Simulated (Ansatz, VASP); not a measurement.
## GeOs3 in VASP and in Ansatz

```
Ge Os
1.0
     3.88098    0.00000    0.00000
     0.00000    3.88098    0.00000
     0.00000    0.00000    3.88098
Ge Os
1 3
Direct
  0.00000 0.00000 0.00000
  0.50000 0.00000 0.50000
  0.00000 0.50000 0.50000
  0.50000 0.50000 0.00000
```

Change from the starting cell: species swapped into the HoPd3 type (Pm-3m, No. 221).

Alike in both runs: task relaxation of cell and atoms; functional PBE; k mesh 12 × 12 × 12; occupations gaussian, width 0.1 eV; no spin polarisation.

```csv
,VASP,Ansatz
version,VASP 6.6.1,Ansatz 0.2.0
potentials or method,"VASP PAW PBE potentials, release 64 (Ge_d, Os)","scalar-relativistic, plane waves, PAW"
plane-wave cutoff (eV),600,420
valence electrons in the cell,38,62
```

```tsv
	VASP	Ansatz	Ansatz less VASP
gap on the k mesh at the Fermi level, each at its own relaxed structure (eV)	none	none	-
relaxed volume (Å³/atom)	14.60	14.59	-0.019
relaxed cell length with the largest relative difference (Å)	3.880	3.879	-0.0016
```

A gap of «none» marks a metal or a gap that the smearing closes. The two sets of potentials don't hold the same shells in valence.

The runs have no spin-orbit coupling, so splittings on Os are missing.
